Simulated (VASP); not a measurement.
All values below come from r2SCAN+rVV10, VASP's PBE PAW potentials (set 64) (plane waves; VASP).

The input files of a VASP run:

### INCAR
```
SYSTEM = Sb
PREC = Accurate
ENCUT = 400
EDIFF = 1E-7
NELM = 100
ALGO = Normal
LREAL = .FALSE.
LASPH = .TRUE.
ISMEAR = -5
METAGGA = R2SCAN
LUSE_VDW = .TRUE.
BPARAM = 11.95
CPARAM = 0.0093
LMIXTAU = .TRUE.
LMAXMIX = 4
LWAVE = .FALSE.
LCHARG = .FALSE.
LORBIT = 11
NEDOS = 601
ISIF = 2
```

File KPOINTS_OPT:
```
k-points along high-symmetry lines
6
Line-mode
Reciprocal
  0.000000   0.000000   0.000000 ! GAMMA
  0.000000   0.000000   0.500000 ! X

  0.000000   0.000000   0.500000 ! X
  0.250000   0.250000   0.250000 ! P

  0.250000   0.250000   0.250000 ! P
  0.000000   0.500000   0.000000 ! N

  0.000000   0.500000   0.000000 ! N
  0.000000   0.000000   0.000000 ! GAMMA

  0.000000   0.000000   0.000000 ! GAMMA
  0.500000   0.500000  -0.500000 ! M

  0.500000   0.500000  -0.500000 ! M
  0.342068   0.657932  -0.342068 ! S

 -0.342068   0.342068   0.342068 ! S_0
  0.000000   0.000000   0.000000 ! GAMMA

  0.000000   0.000000   0.500000 ! X
 -0.184136   0.184136   0.500000 ! R

  0.500000   0.500000  -0.184136 ! G
  0.500000   0.500000  -0.500000 ! M
```

File POSCAR:
```
Sb
3.6408710
 -0.4240255861   0.4240255861   0.8002528447
  0.4240255861  -0.4240255861   0.8002528447
  0.4240255861   0.4240255861  -0.8002528447
Sb
1
Cartesian
  0.0000000000   0.0000000000   0.0000000000
```

**KPOINTS**
```
kpoints
0
Gamma
  18 18 18
0 0 0
```

POTCAR, in this order: Sb (PBE.64 set). Program: vasp_std.

Unless said otherwise, spin-orbit coupling is left out, though it shifts the bands of the heavy elements here.

**Question.** What does the run give for the energy per atom (σ→0), band gap (over mesh and band path)?

**Answer.** 
```json
{
 "energy per atom (σ→0)": "-25.147 eV/atom",
 "band gap (over mesh and band path)": "none (metal, semimetal or under 0.01 eV)"
}
```

File OSZICAR:
```
...
DAV:  18    -0.251469967943E+02    0.13155E-05   -0.68928E-08  3726   0.404E-03    0.127E-04
DAV:  19    -0.251469973657E+02   -0.57139E-06   -0.13231E-08  3000   0.138E-03    0.103E-04
DAV:  20    -0.251469971844E+02    0.18124E-06   -0.21173E-09  2994   0.591E-04    0.618E-05
DAV:  21    -0.251469974546E+02   -0.27015E-06   -0.86430E-10  2958   0.453E-04    0.696E-06
DAV:  22    -0.251469973383E+02    0.11632E-06   -0.31070E-10  2970   0.280E-04    0.440E-06
DAV:  23    -0.251469973836E+02   -0.45303E-07   -0.28578E-11  2958   0.656E-05
   1 F= -.25146997E+02 E0= -.25146997E+02  d E =0.000000E+00
       N       E                     dE             ncg
```

The structure comes from a measured Sb entry (I4/mmm) of the Crystallography Open Database, whose conditions weren't checked. It was relaxed first, which changed the volume by +24 %.
